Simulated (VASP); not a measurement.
# Band gap of ZnS (Wurtzite): mesh and cell

Aim: test what besides the functional moves the gap of ZnS (Wurtzite). The starting structure is a measured crystal structure from the Crystallography Open Database. Cell and atoms stay as given unless a step says otherwise.

Method: Kohn-Sham DFT with plane waves and PAW; LDA, in VASP 6.6.1.

The database entry behind the starting cell has ideal inner coordinates that were not refined, so it need not match the best structure at ambient conditions.

## Step 1: The structure

It takes space group P6_3mc (No. 186, hexagonal). The conventional cell has a = 3.811 Å, b = 3.811 Å, c = 6.234 Å, α = 90.00°, β = 90.00°, γ = 120.00°. Nearest to Zn lie 4 S at 2.33 to 2.34 Å. Nearest to S lie 4 Zn at 2.33 to 2.34 Å. Farther neighbours and most contacts between anions are not listed.

Structure file:

```cif
data_structure
_symmetry_space_group_name_H-M 'P 1'
_symmetry_Int_Tables_number 1
_cell_length_a 3.8110
_cell_length_b 3.8110
_cell_length_c 6.2340
_cell_angle_alpha 90.000
_cell_angle_beta 90.000
_cell_angle_gamma 120.000
_cell_volume 78.41
loop_
_atom_site_label
_atom_site_type_symbol
_atom_site_fract_x
_atom_site_fract_y
_atom_site_fract_z
_atom_site_occupancy
Zn1 Zn 0.33333 0.66667 0.50000 1
Zn2 Zn 0.66667 0.33333 0.00000 1
S3 S 0.33333 0.66667 0.87500 1
S4 S 0.66667 0.33333 0.37500 1
```

## Step 2: Reference bands

File INCAR:

```
SYSTEM = ZnS
PREC = Accurate
ENCUT = 350
EDIFF = 1E-06
NELM = 100
ISMEAR = 0
SIGMA = 0.03
LREAL = .FALSE.
ALGO = Normal
GGA = CA
NBANDS = 32
LORBIT = 11
LWAVE = .FALSE.
LCHARG = .FALSE.
KPAR = 8
LASPH = .TRUE.
```

File POSCAR:

```
ZnS
1.0
    3.8110000000      0.0000000000      0.0000000000
   -1.9055000000      3.3004228138      0.0000000000
    0.0000000000      0.0000000000      6.2340000000
Zn S
2 2
Direct
    0.3333333333      0.6666666667      0.5000000000
    0.6666666667      0.3333333333      0.0000000000
    0.3333333333      0.6666666667      0.8750000000
    0.6666666667      0.3333333333      0.3750000000
```

File KPOINTS:

```
Automatic mesh
0
Gamma
6 6 4
0 0 0
```

File KPOINTS_OPT:

```
Line mode
10
Line-mode
Reciprocal
  0.00000000   0.00000000   0.00000000 GAMMA
  0.50000000   0.00000000   0.00000000 M

  0.50000000   0.00000000   0.00000000 M
  0.33333333   0.33333333   0.00000000 K

  0.33333333   0.33333333   0.00000000 K
  0.00000000   0.00000000   0.00000000 GAMMA

  0.00000000   0.00000000   0.00000000 GAMMA
  0.00000000   0.00000000   0.50000000 A

  0.00000000   0.00000000   0.50000000 A
  0.50000000   0.00000000   0.50000000 L

  0.50000000   0.00000000   0.50000000 L
  0.33333333   0.33333333   0.50000000 H

  0.33333333   0.33333333   0.50000000 H
  0.00000000   0.00000000   0.50000000 A

  0.50000000   0.00000000   0.50000000 L
  0.50000000   0.00000000   0.00000000 M

  0.33333333   0.33333333   0.00000000 K
  0.33333333   0.33333333   0.50000000 H
```

PAW data sets: Zn and S (LDA family, release 64).

The run is started by

```console
> mpirun -np 8 vasp_std
```

The program printed:

```text
[banner, memory and clock lines left out]
running    8 mpi-ranks, on    1 nodes
 distrk:  each k-point on    1 cores,    8 groups
 distr:  one band on    1 cores,    1 groups

 POSCAR found type information on POSCAR ZnS
 POSCAR found :  2 types and       4 ions
|                                                                             |
|           W    W    AA    RRRRR   N    N  II  N    N   GGGG   !!!           |
|           W    W   A  A   R    R  NN   N  II  NN   N  G    G  !!!           |
|           W    W  A    A  R    R  N N  N  II  N N  N  G       !!!           |
|           W WW W  AAAAAA  RRRRR   N  N N  II  N  N N  G  GGG   !            |
|           WW  WW  A    A  R   R   N   NN  II  N   NN  G    G                |
|           W    W  A    A  R    R  N    N  II  N    N   GGGG   !!!           |
|                                                                             |
|     For optimal performance we recommend to set                             |
|       NCORE = 2 up to number-of-cores-per-socket                            |
|     NCORE specifies how many cores store one orbital (NPAR=cpu/NCORE).      |
|     This setting can greatly improve the performance of VASP for DFT.       |
|     The default, NCORE=1 might be grossly inefficient on modern             |
|     multi-core architectures or massively parallel machines. Do your        |
|     Unfortunately you need to use the default for GW and RPA                |
|     calculations (for HF NCORE is supported but not extensively tested      |
|     yet).                                                                   |
|                                                                             |

 LDA part: xc-table for (Slater(with rela. corr.)+CA(PZ))
 , standard interpolation
 POSCAR, INCAR and KPOINTS ok, starting setup
 FFT: planning ... GRIDC
 FFT: planning ... GRID_SOFT
 FFT: planning ... GRID
 WAVECAR not read
 entering main loop
       N       E                     dE             d eps       ncg     rms          rms(c)
DAV:   1     0.216418970356E+03    0.21642E+03   -0.12843E+04  1352   0.103E+03
DAV:   2     0.560862143504E+01   -0.21081E+03   -0.19712E+03  1376   0.267E+02
DAV:   3    -0.167359178743E+02   -0.22345E+02   -0.22073E+02  1640   0.882E+01
DAV:   4    -0.171990449254E+02   -0.46313E+00   -0.46269E+00  1568   0.134E+01
DAV:   5    -0.172046737036E+02   -0.56288E-02   -0.56285E-02  1632   0.139E+00    0.981E+00
DAV:   6    -0.164030470505E+02    0.80163E+00   -0.11734E+00  2088   0.299E+01    0.747E+00
DAV:   7    -0.163615442892E+02    0.41503E-01   -0.74053E-01  1592   0.516E+00    0.313E+00
DAV:   8    -0.163498448467E+02    0.11699E-01   -0.16370E-02  1552   0.860E-01    0.682E-01
DAV:   9    -0.163489169142E+02    0.92793E-03   -0.32966E-03  1584   0.289E-01    0.193E-01
DAV:  10    -0.163489618385E+02   -0.44924E-04   -0.16748E-04  1512   0.707E-02    0.723E-02
DAV:  11    -0.163489649623E+02   -0.31238E-05   -0.22914E-05  1720   0.466E-02    0.105E-02
DAV:  12    -0.163489651547E+02   -0.19240E-06   -0.59711E-06  1560   0.287E-02
   1 F= -.16348965E+02 E0= -.16348965E+02  d E =-.569426E-13
 Start KPOINTS_OPT (optional k-point list driver)
k-point batch [1-21\90]
       N       E                     dE             ncg
DAV:   1     0.219163453199E+04   -0.13714E+05     1352
DAV:   2    -0.229059099706E+04   -0.44822E+04     1384
DAV:   3    -0.275072429382E+04   -0.46013E+03     1624
DAV:   4    -0.275947279190E+04   -0.87485E+01     1536
DAV:   5    -0.275956908360E+04   -0.96292E-01     1648
DAV:   6    -0.275957073830E+04   -0.16547E-02     1568
DAV:   7    -0.275957077329E+04   -0.34982E-04     1696
DAV:   8    -0.275957077396E+04   -0.67227E-06     1152
[...]
k-point batch [85-90\90]
       N       E                     dE             ncg
DAV:   1     0.149589049935E+05   -0.57733E+04      384
DAV:   2     0.136863051842E+05   -0.12726E+04      384
DAV:   3     0.135574935238E+05   -0.12881E+03      480
DAV:   4     0.135552057259E+05   -0.22878E+01      464
DAV:   5     0.135551810580E+05   -0.24668E-01      488
DAV:   6     0.135551806451E+05   -0.41289E-03      464
DAV:   7     0.135551806365E+05   -0.86264E-05      488
DAV:   8     0.135551806363E+05   -0.16554E-06      336
```

Run time: 13 s. Hardware: 8 MPI ranks of Intel Xeon Platinum 8259CL at 2.50GHz (Skylake/Cascade Lake), shared host; peak memory 1.4 GiB; 81 s of CPU time.

Lines that name or quote the potential files are left out of all logs, and their timing lines are given in words.

Parts of OUTCAR (step 2):

```text
ion  position               nearest neighbor table
   1  0.333  0.667  0.500-   4 2.33   4 2.33   4 2.33   3 2.34
   2  0.667  0.333  0.000-   3 2.33   3 2.33   3 2.33   4 2.34
   3  0.333  0.667  0.875-   2 2.33   2 2.33   2 2.33   1 2.34
   4  0.667  0.333  0.375-   1 2.33   1 2.33   1 2.33   2 2.34

  LATTYP: Found a hexagonal cell.
 ALAT       =     3.8110000000
 C/A-ratio  =     1.6357911309

 Subroutine GETGRP returns: Found 12 space group operations
 (whereof  6 operations were pure point group operations)

The static configuration has the point symmetry C_3v.
 The point group associated with its full space group is C_6v.

 Found     21 irreducible k-points:

   k-points           NKPTS =     21   k-points in BZ     NKDIM =     21   number of bands    NBANDS=     32

   dimension x,y,z NGX =    24 NGY =   24 NGZ =   40
   dimension x,y,z NGXF=    48 NGYF=   48 NGZF=   80

   ENCUT  =  350.0 eV  25.72 Ry    5.07 a.u.   5.81  5.81  9.51*2*pi/ulx,y,z

   NELECT =      36.0000    total number of electrons

 k-points in reciprocal lattice and weights: Automatic mesh
   0.00000000  0.00000000  0.00000000       0.007
   0.16666667 -0.00000000  0.00000000       0.042
   0.33333333  0.00000000  0.00000000       0.042
   0.50000000  0.00000000  0.00000000       0.021
   0.16666667  0.16666667  0.00000000       0.042
   0.33333333  0.16666667  0.00000000       0.083
   0.33333333  0.33333333  0.00000000       0.014
   0.00000000  0.00000000  0.25000000       0.014
   0.16666667 -0.00000000  0.25000000       0.083
[...]
0.33333333  0.16666667  0.50000000       0.083
   0.33333333  0.33333333  0.50000000       0.014

 average (electrostatic) potential at core
       1 -37.4098       2 -37.4098       3 -89.1525       4 -89.1525

 E-fermi :   2.1454

 k-point     1 :       0.0000    0.0000    0.0000
  band No.  band energies     occupation
    ...
     14       1.0885      2.00000
     15       1.0885      2.00000
     16       1.9351      2.00000
     17       2.0042      2.00000
     18       2.0042      2.00000
     19       3.9913      0.00000
     20       4.8888      0.00000
     21       8.1514      0.00000
     22       8.1514      0.00000
     23       8.4580      0.00000
    ...

 k-point     2 :       0.1667   -0.0000    0.0000
  band No.  band energies     occupation
    ...
     14      -0.1721      2.00000
     15       0.6364      2.00000
     16       0.6842      2.00000
     17       1.6805      2.00000
     18       1.7743      2.00000
     19       5.1743      0.00000
     20       5.8654      0.00000
     21       7.6160      0.00000
     22       8.6225      0.00000
     23       8.6769      0.00000
    ...

 k-point     3 :       0.3333    0.0000    0.0000
  band No.  band energies     occupation
    ...
     14      -1.6474      2.00000
     15      -1.0613      2.00000
     16       0.0185      2.00000
     17       0.9205      2.00000
     18       1.3197      2.00000
     19       5.6783      0.00000
     20       6.0357      0.00000
     21       7.4379      0.00000
     22       8.5955      0.00000
     23       8.8895      0.00000
    ...

  Total       -2.0499047     -2.0499047     -1.9314343      0.0000000     -0.0000000      0.0000000
  in kB      -41.8860037    -41.8860037    -39.4652807      0.0000000     -0.0000000      0.0000000
  external PRESSURE =     -41.0790960 kB  Pullay stress =       0.0000000 kB

  energy-cutoff  :      350.00
  volume of cell :       78.41
      direct lattice vectors                 reciprocal lattice vectors
     3.811000000  0.000000000  0.000000000     0.262398321  0.151495741  0.000000000
    -1.905500000  3.300422814  0.000000000     0.000000000  0.302991482  0.000000000
     0.000000000  0.000000000  6.234000000     0.000000000  0.000000000  0.160410651

 POSITION                                       TOTAL-FORCE (eV/Angst)
 -----------------------------------------------------------------------------------
     -0.00000      2.20028      3.11700         0.000000     -0.000000      0.004190
      1.90550      1.10014      0.00000         0.000000      0.000000      0.004190
     -0.00000      2.20028      5.45475        -0.000000     -0.000000     -0.004190
      1.90550      1.10014      2.33775        -0.000000     -0.000000     -0.004190
 -----------------------------------------------------------------------------------
    total drift:                                0.000001      0.000002     -0.000656

  FREE ENERGIE OF THE ION-ELECTRON SYSTEM (eV)
  ---------------------------------------------------
  free  energy   TOTEN  =       -16.3489651547 eV

  energy  without entropy=      -16.3489651547  energy(sigma->0) =      -16.34896515

 total charge
# of ion       s       p       d       tot
------------------------------------------
    1        0.534   0.492   9.794  10.820
    2        0.534   0.492   9.794  10.820
    3        1.314   2.415   0.000   3.729
    4        1.314   2.415   0.000   3.729
--------------------------------------------------
tot          3.695   5.815  19.588  29.097

[... 3 further parts left out ...]
```

At this level the cell is under a tension of 4.1 GPa, so at these settings it is away from equilibrium.

The reference gap is 1.987 eV.

## Step 3: Bands with cell and atoms relaxed by LDA

Against step 2 the input has another starting structure. The cell comes from a relaxation at this level, not shown (74.52 Å³).

INCAR is that of step 2.

File POSCAR:

```
ZnS
1.0
    3.7419014641      0.0000000000      0.0000000000
   -1.8709507320      3.2405817263      0.0000000000
    0.0000000000      0.0000000000      6.1452521943
Zn S
2 2
Direct
    0.3333333333      0.6666666667      0.5005520022
    0.6666666667      0.3333333333      0.0005520022
    0.3333333333      0.6666666667      0.8744479978
    0.6666666667      0.3333333333      0.3744479978
```

KPOINTS is that of step 2.

KPOINTS_OPT is that of step 2.

The run is started by

```console
> mpirun -np 8 vasp_std
```

The program printed:

```text
[banner, memory and clock lines left out]
running    8 mpi-ranks, on    1 nodes
[...]
[... a notice as in an earlier step ...]

 LDA part: xc-table for (Slater(with rela. corr.)+CA(PZ))
 , standard interpolation
 POSCAR, INCAR and KPOINTS ok, starting setup
[...]
entering main loop
       N       E                     dE             d eps       ncg     rms          rms(c)
DAV:   1     0.218828770238E+03    0.21883E+03   -0.12860E+04  1352   0.106E+03
DAV:   2     0.569137955904E+01   -0.21314E+03   -0.19968E+03  1400   0.272E+02
DAV:   3    -0.167961084360E+02   -0.22487E+02   -0.22222E+02  1648   0.890E+01
DAV:   4    -0.172670703891E+02   -0.47096E+00   -0.47062E+00  1528   0.137E+01
[...]
DAV:  10    -0.163969494471E+02   -0.36096E-04   -0.22536E-04  1544   0.763E-02    0.134E-01
DAV:  11    -0.163969662775E+02   -0.16830E-04   -0.12311E-05  1808   0.644E-02    0.272E-02
DAV:  12    -0.163969666393E+02   -0.36183E-06   -0.80437E-06  1648   0.340E-02
   1 F= -.16396967E+02 E0= -.16396967E+02  d E =-.102030E-21
 Start KPOINTS_OPT (optional k-point list driver)
k-point batch [1-21\90]
       N       E                     dE             ncg
DAV:   1     0.244037991210E+04   -0.13449E+05     1344
DAV:   2    -0.205301080545E+04   -0.44934E+04     1416
DAV:   3    -0.251583589388E+04   -0.46283E+03     1568
DAV:   4    -0.252488011761E+04   -0.90442E+01     1568
DAV:   5    -0.252497363294E+04   -0.93515E-01     1616
DAV:   6    -0.252497514962E+04   -0.15167E-02     1568
DAV:   7    -0.252497517980E+04   -0.30177E-04     1632
DAV:   8    -0.252497518037E+04   -0.57324E-06     1152
[...]
k-point batch [85-90\90]
       N       E                     dE             ncg
DAV:   1     0.155510512586E+05   -0.58246E+04      392
DAV:   2     0.142879566089E+05   -0.12631E+04      392
DAV:   3     0.141601656500E+05   -0.12779E+03      464
DAV:   4     0.141577667870E+05   -0.23989E+01      472
DAV:   5     0.141577421059E+05   -0.24681E-01      488
DAV:   6     0.141577417231E+05   -0.38281E-03      472
DAV:   7     0.141577417154E+05   -0.76825E-05      464
DAV:   8     0.141577417152E+05   -0.14852E-06      344
```

The job ended after 13 s (8 MPI ranks; peak memory 1.3 GiB).

From OUTCAR (step 3):

```text
  Total       -0.0735561     -0.0735561     -0.0534707     -0.0000000     -0.0000000      0.0000000
  in kB       -1.5815189     -1.5815189     -1.1496643     -0.0000000     -0.0000000      0.0000000
  external PRESSURE =      -1.4375674 kB  Pullay stress =       0.0000000 kB

 POSITION                                       TOTAL-FORCE (eV/Angst)
 -----------------------------------------------------------------------------------
     -0.00000      2.16039      3.07602        -0.000000     -0.000000     -0.000046
      1.87095      1.08019      0.00339        -0.000000      0.000000     -0.000046
     -0.00000      2.16039      5.37370        -0.000000      0.000000      0.000046
      1.87095      1.08019      2.30108         0.000000     -0.000000      0.000046
 -----------------------------------------------------------------------------------
    total drift:                               -0.000000     -0.000001     -0.000378

  FREE ENERGIE OF THE ION-ELECTRON SYSTEM (eV)
  ---------------------------------------------------
  free  energy   TOTEN  =       -16.3969666393 eV

  energy  without entropy=      -16.3969666393  energy(sigma->0) =      -16.39696664

[... 1 part as in an earlier step ...]

[... 2 further parts left out ...]
[key lines of the parts left out:]
E-fermi :   2.7068
```

With cell and atoms relaxed by LDA the gap is 2.212 eV, +0.225 eV from the reference.

## Step 4: Bands with a 9×9×6 mesh

Against step 2 the input has a 9×9×6 mesh.

INCAR is that of step 3.

File POSCAR:

```
ZnS
1.0
    3.8110000000      0.0000000000      0.0000000000
   -1.9055000000      3.3004228138      0.0000000000
    0.0000000000      0.0000000000      6.2340000000
Zn S
2 2
Direct
    0.3333333333      0.6666666667      0.5000000000
    0.6666666667      0.3333333333      0.0000000000
    0.3333333333      0.6666666667      0.8750000000
    0.6666666667      0.3333333333      0.3750000000
```

File KPOINTS:

```
Automatic mesh
0
Gamma
9 9 6
0 0 0
```

KPOINTS_OPT is that of step 3.

The run is started by

```console
> mpirun -np 8 vasp_std
```

The program printed:

```text
[... set-up lines as in an earlier step ...]
 entering main loop
       N       E                     dE             d eps       ncg     rms          rms(c)
DAV:   1     0.220011275883E+03    0.22001E+03   -0.12762E+04  3072   0.104E+03
DAV:   2     0.579686255591E+01   -0.21421E+03   -0.20029E+03  3160   0.270E+02
DAV:   3    -0.167274787258E+02   -0.22524E+02   -0.22253E+02  3744   0.884E+01
DAV:   4    -0.172010430381E+02   -0.47356E+00   -0.47312E+00  3600   0.135E+01
[...]
DAV:  10    -0.163526641882E+02   -0.45084E-04   -0.17245E-04  3560   0.717E-02    0.712E-02
DAV:  11    -0.163526672478E+02   -0.30596E-05   -0.22907E-05  3984   0.461E-02    0.970E-03
DAV:  12    -0.163526674230E+02   -0.17519E-06   -0.60507E-06  3600   0.291E-02
   1 F= -.16352667E+02 E0= -.16352667E+02  d E =-.192762E-24
 Start KPOINTS_OPT (optional k-point list driver)
k-point batch [1-48\90]
       N       E                     dE             ncg
DAV:   1     0.518765720523E+04   -0.20811E+05     3072
DAV:   2    -0.502184921244E+04   -0.10210E+05     3144
DAV:   3    -0.608732986639E+04   -0.10655E+04     3712
DAV:   4    -0.610845381381E+04   -0.21124E+02     3512
DAV:   5    -0.610867230054E+04   -0.21849E+00     3656
DAV:   6    -0.610867605745E+04   -0.37569E-02     3584
DAV:   7    -0.610867613444E+04   -0.76994E-04     3688
DAV:   8    -0.610867613594E+04   -0.14989E-05     2560
DAV:   9    -0.610867613612E+04   -0.17395E-06     2384
k-point batch [49-90\90]
       N       E                     dE             ncg
DAV:   1     0.784925140810E+04   -0.34552E+05     2704
DAV:   2    -0.106634148578E+04   -0.89156E+04     2760
DAV:   3    -0.198032932565E+04   -0.91399E+03     3232
DAV:   4    -0.199769948769E+04   -0.17370E+02     3280
DAV:   5    -0.199788184940E+04   -0.18236E+00     3184
DAV:   6    -0.199788491249E+04   -0.30631E-02     3296
DAV:   7    -0.199788497557E+04   -0.63079E-04     3280
DAV:   8    -0.199788497678E+04   -0.12035E-05     2464
DAV:   9    -0.199788497692E+04   -0.13952E-06     2216
```

It took 16 s on 8 MPI ranks; peak memory 1.7 GiB; 1.7 min of CPU time.

OUTCAR, selected parts (step 4):

```text
  Total       -2.0637934     -2.0637934     -1.9222750      0.0000000      0.0000000      0.0000000
  in kB      -42.1697927    -42.1697927    -39.2781276      0.0000000      0.0000000      0.0000000
  external PRESSURE =     -41.2059043 kB  Pullay stress =       0.0000000 kB

 POSITION                                       TOTAL-FORCE (eV/Angst)
 -----------------------------------------------------------------------------------
     -0.00000      2.20028      3.11700        -0.000000     -0.000000      0.002771
      1.90550      1.10014      0.00000        -0.000000     -0.000000      0.002771
     -0.00000      2.20028      5.45475         0.000000     -0.000000     -0.002771
      1.90550      1.10014      2.33775        -0.000000      0.000000     -0.002771
 -----------------------------------------------------------------------------------
    total drift:                                0.000001      0.000002     -0.000688

  FREE ENERGIE OF THE ION-ELECTRON SYSTEM (eV)
  ---------------------------------------------------
  free  energy   TOTEN  =       -16.3526674230 eV

  energy  without entropy=      -16.3526674230  energy(sigma->0) =      -16.35266742

[... 1 part as in an earlier step ...]

[... 2 further parts left out ...]
[key lines of the parts left out:]
E-fermi :   2.2090
```

With a 9×9×6 mesh the gap is 1.988 eV, +0.001 eV from the reference.

## Step 5: Comparison

| run | gap (eV) | change (eV) | core minutes |
| --- | --- | --- | --- |
| reference | 1.987 | - | 1.68 |
| cell and atoms relaxed by LDA | 2.212 | 0.225 | 1.68 |
| a 9×9×6 mesh | 1.988 | 0.001 | 2.13 |

Core minutes are wall time times ranks of the run shown, on a shared host.

## Step 6: What came out

| Quantity | Value |
| --- | --- |
| reference gap | 1.987 eV |
| gap with cell and atoms relaxed by LDA | 2.212 eV |
| gap with a 9×9×6 mesh | 1.988 eV |

In words: Among the runs that read a gap along the path, the one with cell and atoms relaxed by LDA moves it most, by +0.225 eV. On finer settings it changes by +0.001 eV with a 9×9×6 mesh. The functional's own error isn't tested here. Further runs on this material are not shown.

[Lines on the potential files, build, host, timing and source positions are cut from VASP's logs without a mark.]

[Logs are printed without paths, hosts, clocks, repeated set-up lines and the standing remarks that a program may print on its own settings, such as how far it seeks lower states.]

[Hosts, paths, dates, database ids (printed as entryN), source tags and the programs' standing remarks are cut or masked in the printed files.]
